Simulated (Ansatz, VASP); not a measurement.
**One calculation of Sr2B2C, two programs**

Contents of INCAR:

```
SYSTEM = Sr2B2C
PREC = Accurate
ENCUT = 600
EDIFF = 1E-6
ISMEAR = 0
SIGMA = 0.1
LREAL = .False.
LASPH = .True.
NELM = 60
ALGO = Normal
ISIF = 3
LWAVE = .False.
LCHARG = .False.
GGA = PE
IBRION = 2
NSW = 100
EDIFFG = -0.01
```

The input KPOINTS:

```
Automatic mesh
0
Gamma
  8 8 6
  0 0 0
```

The input POSCAR:

```
Sr2B2C
1.0
    4.5334818228      0.0000000000      0.0000000000
    0.0000000000      4.5334818228      0.0000000000
    0.0000000000      0.0000000000      6.3996473652
Sr B C
2 2 1
Direct
    0.0000000000      0.0000000000      0.0000000000
    0.0000000000      0.0000000000      0.5000000000
    0.5000000000      0.0000000000      0.0000000000
    0.0000000000      0.5000000000      0.0000000000
    0.5000000000      0.5000000000      0.0000000000
```

Input for Ansatz:

```yaml
crystal:
  lattice:
    - [4.5334818228, 0.0, 0.0]
    - [0.0, 4.5334818228, 0.0]
    - [0.0, 0.0, 6.3996473652]
  atoms:
    - { symbol: Sr, position: [0.0, 0.0, 0.0] }
    - { symbol: Sr, position: [0.0, 0.0, 0.5] }
    - { symbol: B, position: [0.5, 0.0, 0.0] }
    - { symbol: B, position: [0.0, 0.5, 0.0] }
    - { symbol: C, position: [0.5, 0.5, 0.0] }
basis:
  ecutwfc: 420
kpoints:
  mp_grid: { grid: [8, 8, 6] }
hamiltonian:
  xc: pbe
scf:
  occupations: { method: gaussian, width: 0.1 }
output:
  forces: true
  stress: true
  eigenvalues: true
  write_density: true
  write_potential: true
  elf: true
  volumetric_format: npy
relax:
  adjacent_minimum: "off"
  f_tol: 0.01
  max_steps: 80
  cell: { stress_tol: 0.05 }
```

Alike in both runs: task relaxation of cell and atoms; functional PBE; k mesh 8 × 8 × 6; occupations gaussian, width 0.1 eV; no spin polarisation.

|  | VASP | Ansatz |
| --- | --- | --- |
| version | VASP 6.6.1 | Ansatz 0.2.0 |
| potentials or method | VASP PAW PBE potentials, release 64 (Sr_sv, B, C) | scalar-relativistic, plane waves, PAW |
| plane-wave cutoff (eV) | 600 | 420 |
| valence electrons in the cell | 30 | 30 |

VASP gave:

```
gap on the k mesh at the Fermi level, each at its own relaxed structure (eV) : none
relaxed volume (Å³/atom)                                                     : 27.91
relaxed cell length with the largest relative difference (Å)                 : 6.652
energy change over the relaxation (meV/atom)                                 : -3
```

Task: Which values does Ansatz return?

Result: gap on the k mesh at the Fermi level, each at its own relaxed structure (eV): none; relaxed volume (Å³/atom): 27.71; relaxed cell length with the largest relative difference (Å): 6.634; energy change over the relaxation (meV/atom): -2.

A gap of «none» marks a metal or a gap that the smearing closes.
